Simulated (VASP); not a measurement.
A VASP calculation is set up with these files.

**KPOINTS**
```
Automatic mesh
0
Gamma
14 14 13
0 0 0
```

**POSCAR**
```
WC
1.0
  1.4553233597  -2.5206940771   0.0000000000
  1.4553233597   2.5206940771   0.0000000000
  0.0000000000   0.0000000000   2.8407658318
W C
1 1
direct
  0.0000000000   0.0000000000   0.0000000000
  0.3333330000   0.6666670000   0.5000000000
```

**INCAR**
```
ALGO  =  Normal
LCHARG  =  .False.
EDIFFG  =  -0.02   # ionic stop
NELM  =  100   # most electronic steps
EDIFF  =  1E-6   # SCF stop (eV)
NSW  =  40   # most ionic steps
LWAVE  =  .False.
ISIF  =  3
GGA  =  PE
ENCUT  =  620
SYSTEM  =  WC
LMAXMIX  =  6   # l cut-off of mixed one-centre charges
IBRION  =  2   # conjugate gradients
PSTRESS  =  100
ISMEAR  =  1
PREC  =  Accurate
SIGMA  =  0.1   # width (eV)
LASPH  =  .True.   # aspherical one-centre terms
LREAL  =  .False.   # projection in real space or not
```

POTCAR, in this order: W_sv C (PBE.64 set). Program: vasp_std.

Q: Translate this PBE calculation to Quantum ESPRESSO's pw.x.

A: One equivalent input (not run):
```
&CONTROL
  calculation = 'vc-relax'
  pseudo_dir = './pseudo'
  outdir = './out'
  tprnfor = .true.
  tstress = .true.
  nstep = 40
  forc_conv_thr = 0.00078
/
&SYSTEM
  ibrav = 0
  nat = 2
  ntyp = 2
  ecutwfc = 82
  occupations = 'smearing'
  smearing = 'methfessel-paxton'
  degauss = 0.00735
  input_dft = 'pbe'
/
&ELECTRONS
  conv_thr = 7.3e-08
  electron_maxstep = 100
/
&IONS
/
&CELL
  press = 100
/
ATOMIC_SPECIES
  W 183.840 W.upf
  C 12.011 C.upf
CELL_PARAMETERS angstrom
     1.4553234   -2.5206941    0.0000000
     1.4553234    2.5206941    0.0000000
     0.0000000    0.0000000    2.8407658
ATOMIC_POSITIONS crystal
  W    0.0000000  0.0000000  0.0000000
  C    0.3333330  0.6666670  0.5000000
K_POINTS automatic
  14 14 13 0 0 0
```
The two are equivalent in intent, not identical: the potentials are each code's own (VASP's PAW set, PseudoDojo norm-conserving files in pw.x), so ENCUT and ecutwfc are chosen apart and not converted; conv_thr bounds pw.x's estimated SCF error, while EDIFF bounds the energy change between steps; forc_conv_thr acts on force components and is met together with etot_conv_thr.

The compound is WC in the wc structure. This run relaxes it under an external pressure of 10 GPa. Symmetry was kept, so distortions that lower it aren't found.
